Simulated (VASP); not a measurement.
Input for VASP

### INCAR
```
ALGO=Normal
EDIFF=1E-6
EDIFFG=-0.02
ENCUT=520
GGA=PS
IBRION=2
ISIF=3
ISMEAR=0
LASPH=.TRUE.
LCHARG=.FALSE.
LMAXMIX=6
LREAL=.FALSE.
LWAVE=.FALSE.
NELM=100
NSW=60
PREC=Accurate
SIGMA=0.05
SYSTEM=HfSiO4
```

**KPOINTS**
```
Automatic mesh
0
Gamma
5 5 5
0 0 0
```

### POSCAR
```
HfSiO4
1
   -3.2779386234     3.2779386234     2.9794708327
    3.2779386234    -3.2779386234     2.9794708327
    3.2779386234     3.2779386234    -2.9794708327
Hf Si O
2 2 8
Direct
  0.0000000000   0.0000000000   0.0000000000
  0.7500000000   0.2500000000   0.5000000000
  0.2500000000   0.7500000000   0.5000000000
  0.5000000000   0.5000000000   0.0000000000
  0.1321311346   0.3178217247   0.8143094099
  0.0678217247   0.7535123148   0.6856905901
  0.5035123148   0.3178217247   0.1856905901
  0.0678217247   0.3821311346   0.3143094099
  0.6178688654   0.9321782753   0.6856905901
  0.6821782753   0.8678688654   0.1856905901
  0.2464876852   0.9321782753   0.3143094099
  0.6821782753   0.4964876852   0.8143094099
```

POTCAR, in this order: Hf_pv Si O (PBE.64 set). Program: vasp_std.

### Question
Write an equivalent input for Quantum ESPRESSO's pw.x.

### Answer
One equivalent input (not run):
```
&CONTROL
  calculation = 'vc-relax'
  pseudo_dir = './pseudo'
  outdir = './out'
  tprnfor = .true.
  tstress = .true.
  nstep = 60
  forc_conv_thr = 0.00078
/
&SYSTEM
  ibrav = 0
  nat = 12
  ntyp = 3
  ecutwfc = 84
  occupations = 'smearing'
  smearing = 'gaussian'
  degauss = 0.003675
  input_dft = 'pbesol'
/
&ELECTRONS
  conv_thr = 7.3e-08
  electron_maxstep = 100
/
&IONS
/
&CELL
/
ATOMIC_SPECIES
  Hf 178.490 Hf.upf
  Si 28.085 Si.upf
  O 15.999 O.upf
CELL_PARAMETERS angstrom
    -3.2779386    3.2779386    2.9794708
     3.2779386   -3.2779386    2.9794708
     3.2779386    3.2779386   -2.9794708
ATOMIC_POSITIONS crystal
  Hf   0.0000000  0.0000000  0.0000000
  Hf   0.7500000  0.2500000  0.5000000
  Si   0.2500000  0.7500000  0.5000000
  Si   0.5000000  0.5000000  0.0000000
  O    0.1321311  0.3178217  0.8143094
  O    0.0678217  0.7535123  0.6856906
  O    0.5035123  0.3178217  0.1856906
  O    0.0678217  0.3821311  0.3143094
  O    0.6178689  0.9321783  0.6856906
  O    0.6821783  0.8678689  0.1856906
  O    0.2464877  0.9321783  0.3143094
  O    0.6821783  0.4964877  0.8143094
K_POINTS automatic
  5 5 5 0 0 0
```
Limits of the translation: the potentials are each code's own (VASP's PAW set, PseudoDojo norm-conserving files in pw.x), so ENCUT and ecutwfc are chosen apart and not converted; conv_thr bounds pw.x's estimated SCF error, while EDIFF bounds the energy change between steps; forc_conv_thr acts on force components and is met together with etot_conv_thr.

The structure comes from a computed database's HfSiO4 entry (I4_1/amd); how it stands against other phases isn't given here. This run relaxes it. Symmetry was kept, so distortions that lower it aren't found. The start is the result of an earlier pass.
